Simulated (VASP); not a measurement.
All values below come from r2SCAN meta-GGA, VASP's PBE PAW potentials (set 64) (plane waves; VASP 6.6.1).

VASP input:

File KPOINTS_OPT:
```
k-points along high-symmetry lines
6
Line-mode
Reciprocal
  0.000000   0.000000   0.000000 ! GAMMA
 -0.382917   0.382917   0.000000 ! C

  0.382917   0.617083   0.000000 ! C_2
  0.500000   0.500000   0.000000 ! Y_2

  0.500000   0.500000   0.000000 ! Y_2
  0.000000   0.000000   0.000000 ! GAMMA

  0.000000   0.000000   0.000000 ! GAMMA
  0.500000   0.500000  -0.500000 ! M_2

  0.500000   0.500000  -0.500000 ! M_2
  0.271816   0.728184  -0.500000 ! D

 -0.271816   0.271816  -0.500000 ! D_2
  0.000000   0.000000  -0.500000 ! A

  0.000000   0.000000  -0.500000 ! A
  0.000000   0.000000   0.000000 ! GAMMA

  0.000000   0.500000  -0.500000 ! L_2
  0.000000   0.000000   0.000000 ! GAMMA

  0.000000   0.000000   0.000000 ! GAMMA
  0.000000   0.500000   0.000000 ! V_2
```

### INCAR
```
SYSTEM = B4C
PREC = Accurate; ENCUT = 520; LREAL = Auto
LASPH = .True.
EDIFF = 1E-7; NELM = 100; ALGO = Normal
LMIXTAU = .True.
ISMEAR = -5
METAGGA = R2SCAN
ISIF = 2
LWAVE = .False.; LCHARG = .False.; LORBIT = 11
NEDOS = 601
LEFG = .True.
```

File KPOINTS:
```
Automatic mesh
0
Gamma
6 6 6
0 0 0
```

### POSCAR
```
B4C
4.4228830
  0.9897572063  -0.6325226018  -0.0000602654
  0.9897572063   0.6325226018  -0.0000602654
 -0.5498013482   0.0000000000   1.0000000477
B C
12 3
Direct
  0.5081847882   0.5081847882   0.1626143862
  0.4977730477   0.1757849766   0.5153157594
  0.1757849766   0.4977730477   0.5153157594
  0.5060629142   0.8310918146   0.4953244027
  0.8310918146   0.5060629142   0.4953244027
  0.6934119580   0.6934119580   0.8192901494
  0.3100041256   0.3100041256   0.1882626236
  0.6968349582   0.1881572535   0.3052340401
  0.1881572535   0.6968349582   0.3052340401
  0.3038886305   0.8174962933   0.7008153552
  0.8174962933   0.3038886305   0.7008153552
  0.9994306991   0.9994306991   0.0108916046
  0.4969477753   0.4969477753   0.8249411793
  0.8757969666   0.8757969666   0.1182588285
  0.1204837986   0.1204837986   0.8962821134
```

POTCAR, in this order: B C (PBE.64 set). Program: vasp_std.

The run wrote:

**OUTCAR**
```
 ion  position               nearest neighbor table
   1  0.508  0.508  0.163-  13 1.66   7 1.80   9 1.81   8 1.81   4 1.83   5 1.83
   2  0.498  0.176  0.515-   4 1.74  13 1.76   8 1.79   7 1.79  11 1.80   3 1.80
   3  0.176  0.498  0.515-   5 1.74  13 1.76   9 1.79   7 1.79  10 1.80   2 1.80
   4  0.506  0.831  0.495-   2 1.74  10 1.79   6 1.79   9 1.81   5 1.82   1 1.83
   5  0.831  0.506  0.495-   3 1.74  11 1.79   6 1.79   8 1.81   4 1.82   1 1.83
   6  0.693  0.693  0.819-  14 1.58  13 1.73  10 1.76  11 1.76   4 1.79   5 1.79
   7  0.310  0.310  0.188-  15 1.60   9 1.75   8 1.75   3 1.79   2 1.79   1 1.80
   8  0.697  0.188  0.305-  14 1.61   7 1.75  11 1.75   2 1.79   5 1.81   1 1.81
   9  0.188  0.697  0.305-  14 1.61   7 1.75  10 1.75   3 1.79   4 1.81   1 1.81
  10  0.304  0.817  0.701-  15 1.61   9 1.75   6 1.76  13 1.76   4 1.79   3 1.80
  11  0.817  0.304  0.701-  15 1.61   8 1.75   6 1.76  13 1.76   5 1.79   2 1.80
  12  0.999  0.999  0.011-  14 1.42  15 1.43
  13  0.497  0.497  0.825-   1 1.66   6 1.73  10 1.76  11 1.76   3 1.76   2 1.76
  14  0.876  0.876  0.118-  12 1.42   6 1.58   9 1.61   8 1.61
  15  0.120  0.120  0.896-  12 1.43   7 1.60  11 1.61  10 1.61
  LATTYP: Found a base centered monoclinic cell.
 ALAT       =     8.7551606602
 B/A-ratio  =     0.6390684469
 C/A-ratio  =     0.5764926654
 COS(beta)  =    -0.4818384341
 Subroutine PRICEL returns:
 Original cell was already a primitive cell.
 Subroutine GETGRP returns: Found  2 space group operations
The static configuration has the point symmetry C_1h.
...
```

### OSZICAR
```
       N       E                     dE             d eps       ncg     rms          rms(c)
DAV:   1     0.127077139399E+03    0.12708E+03   -0.24126E+04  4352   0.144E+03
DAV:   2    -0.123406023470E+03   -0.25048E+03   -0.23616E+03  5680   0.269E+02
DAV:   3    -0.133688312323E+03   -0.10282E+02   -0.10166E+02  5440   0.531E+01
DAV:   4    -0.133860618973E+03   -0.17231E+00   -0.17191E+00  5408   0.737E+00
DAV:   5    -0.133864344612E+03   -0.37256E-02   -0.37246E-02  5408   0.104E+00    0.144E+01
DAV:   6    -0.120606362453E+03    0.13258E+02   -0.85813E+00  5200   0.153E+01    0.853E+00
DAV:   7    -0.118708060965E+03    0.18983E+01   -0.21520E+00  5368   0.871E+00    0.290E+00
DAV:   8    -0.120646910498E+03   -0.19388E+01   -0.26160E+00  5088   0.895E+00    0.197E+00
DAV:   9    -0.119559187963E+03    0.10877E+01   -0.48933E-01  4944   0.464E+00    0.901E-01
DAV:  10    -0.119865030459E+03   -0.30584E+00   -0.12011E-01  5248   0.242E+00    0.662E-01
DAV:  11    -0.119833173131E+03    0.31857E-01   -0.51470E-02  5056   0.172E+00    0.179E-01
DAV:  12    -0.119913375152E+03   -0.80202E-01   -0.26095E-02  4880   0.115E+00    0.718E-02
DAV:  13    -0.119913697566E+03   -0.32241E-03   -0.12441E-03  5424   0.236E-01    0.105E-01
DAV:  14    -0.119914187937E+03   -0.49037E-03   -0.30015E-04  5280   0.126E-01    0.251E-02
DAV:  15    -0.119914280188E+03   -0.92251E-04   -0.14408E-04  5344   0.847E-02    0.962E-03
DAV:  16    -0.119914319277E+03   -0.39089E-04   -0.19453E-05  5280   0.374E-02    0.596E-03
DAV:  17    -0.119914327939E+03   -0.86626E-05   -0.11877E-05  5376   0.227E-02    0.191E-03
DAV:  18    -0.119914331678E+03   -0.37390E-05   -0.40125E-06  5120   0.166E-02    0.268E-03
DAV:  19    -0.119914331996E+03   -0.31756E-06   -0.34890E-07  5168   0.435E-03    0.575E-04
DAV:  20    -0.119914332081E+03   -0.85386E-07   -0.13752E-07  3440   0.327E-03
   1 F= -.11991433E+03 E0= -.11991433E+03  d E =0.000000E+00
       N       E                     dE             ncg
```

**OUTCAR**
```
------------------------ aborting loop because EDIFF is reached ----------------------------------------
  FORCE on cell =-STRESS in cart. coord.  units (eV):
  Direction    XX          YY          ZZ          XY          YZ          ZX
  --------------------------------------------------------------------------------------
  Total       -0.0116475      0.0370894      0.0063019      0.0000000      0.0000000      0.0124883
  in kB       -0.1722687      0.5485591      0.0932060      0.0000000      0.0000000      0.1847040
  external PRESSURE =       0.1564988 kB  Pullay stress =       0.0000000 kB
  volume of cell :      108.33
      direct lattice vectors                 reciprocal lattice vectors
     4.377580322 -2.797573463 -0.000266547     0.114222173 -0.178726316  0.062799502
     4.377580322  2.797573463 -0.000266547     0.114222173  0.178726316  0.062799502
    -2.431707037  0.000000000  4.422883211     0.000013767  0.000000000  0.226104428
 POSITION                                       TOTAL-FORCE (eV/Angst)
 -----------------------------------------------------------------------------------
      4.05381      0.00000      0.71895        -0.000845      0.000000     -0.000211
      1.69546     -0.90079      2.27900        -0.003650      0.003920      0.002089
      1.69546      0.90079      2.27900        -0.003650     -0.003920      0.002089
      4.64902      0.90929      2.19041        -0.001742     -0.004909      0.000424
      4.64902     -0.90929      2.19041        -0.001742      0.004909      0.000424
      4.07866      0.00000      3.62325         0.001264      0.000000      0.005060
      2.25634      0.00000      0.83250         0.000200      0.000000     -0.002028
      3.13188     -1.42306      1.34978        -0.001310      0.003548      0.000480
      3.13188      1.42306      1.34978        -0.001310     -0.003548      0.000480
      3.20477      1.43686      3.09933         0.001181     -0.004122     -0.000230
      3.20477     -1.43686      3.09933         0.001181      0.004122     -0.000230
      8.72369      0.00000      0.04764        -0.004571      0.000000     -0.006979
      2.34484      0.00000      3.64835        -0.002331      0.000000     -0.000001
      7.38017      0.00000      0.52258         0.007817      0.000000      0.011324
     -1.12464      0.00000      3.96409         0.009509      0.000000     -0.012692
 -----------------------------------------------------------------------------------
    total drift:                                0.010443      0.000000     -0.004690
  FREE ENERGIE OF THE ION-ELECTRON SYSTEM (eV)
  ---------------------------------------------------
  free  energy   TOTEN  =      -119.9143320814 eV

  energy  without entropy=     -119.9143320814  energy(sigma->0) =     -119.91433208

 total charge

# of ion       s       p       d       tot
------------------------------------------
    1        0.678   1.315   0.000   1.993
    2        0.700   1.321   0.000   2.021
    3        0.700   1.321   0.000   2.021
    4        0.697   1.339   0.000   2.036
    5        0.697   1.339   0.000   2.036
    6        0.700   1.386   0.000   2.086
    7        0.701   1.401   0.000   2.102
    8        0.697   1.397   0.000   2.093
    9        0.697   1.397   0.000   2.093
   10        0.694   1.362   0.000   2.056
   11        0.694   1.362   0.000   2.056
   12        0.864   1.192   0.000   2.057
   13        0.837   1.602   0.000   2.439
   14        0.863   1.836   0.000   2.699
   15        0.859   1.826   0.000   2.684
--------------------------------------------------
tot         11.079  21.394   0.000  32.474

 Electric field gradients after diagonalization (V/A^2)
 (convention: |V_zz| > |V_xx| > |V_yy|)
----------------------------------------------------------------------
 ion       V_xx      V_yy      V_zz     asymmetry (V_yy - V_xx)/ V_zz
----------------------------------------------------------------------
   1       2.568     2.416    -4.984       0.030
   2      12.806     3.329   -16.135       0.587
   3      12.806     3.329   -16.135       0.587
   4       6.935     6.352   -13.288       0.044
   5       6.935     6.352   -13.288       0.044
   6     -10.744    -0.466    11.211       0.917
   7       5.396     0.393    -5.789       0.864
   8       5.130     0.243    -5.373       0.909
   9       5.130     0.243    -5.373       0.909
  10      -8.897    -1.082     9.979       0.783
  11      -8.897    -1.082     9.979       0.783
  12      37.465    34.026   -71.491       0.048
  13      11.036     8.575   -19.611       0.126
  14      11.253     5.435   -16.687       0.349
  15      11.014     4.179   -15.193       0.450
```
(Selected blocks of OUTCAR.)

### OUTCAR
```
 val. band max:        5.1040571145   @ k =   0.5000   0.5000   0.0000

 cond. band min:       8.3454063668   @ k =   0.0000   0.0000   0.5000


 Fermi energy:         5.1330031679

 k-point     1 :       0.0000    0.0000    0.0000
  band No.  band energies     occupation
      1     -12.0065      2.00000
      2      -8.7437      2.00000
      3      -7.8338      2.00000
      4      -6.6347      2.00000
      5      -5.9554      2.00000
      6      -5.5056      2.00000
      7      -4.0175      2.00000
      8      -3.1929      2.00000
      9      -2.8030      2.00000
     10      -2.1490      2.00000
     11      -2.1334      2.00000
     12      -1.0958      2.00000
     13      -0.8245      2.00000
     14      -0.7025      2.00000
     15      -0.5238      2.00000
     16       1.8371      2.00000
     17       2.2975      2.00000
     18       2.7488      2.00000
     19       3.2851      2.00000
     20       3.3735      2.00000
     21       3.9985      2.00000
     22       4.0765      2.00000
     23       4.3443      2.00000
     24       4.8571      2.00000
     25      10.5150      0.00000
     26      10.8516      0.00000
     27      10.8879      0.00000
     28      11.3048      0.00000
     29      11.7055      0.00000
     30      12.4526      0.00000
     31      12.6599      0.00000
     32      12.9086      0.00000

 k-point     2 :       0.1667   -0.0000    0.0000
  band No.  band energies     occupation
      1     -11.8938      2.00000
      2      -8.9984      2.00000
      3      -7.9454      2.00000
      4      -6.7137      2.00000
      5      -5.8001      2.00000
      6      -5.6331      2.00000
      7      -4.0456      2.00000
      8      -2.8994      2.00000
      9      -2.6885      2.00000
     10      -2.3261      2.00000
     11      -1.9326      2.00000
     12      -1.4922      2.00000
     13      -0.3608      2.00000
     14      -0.0396      2.00000
     15       0.1509      2.00000
     16       1.1214      2.00000
...
```

The structure comes from a computed database's B4C entry (Cm); how it stands against other phases isn't given here. It was relaxed first.
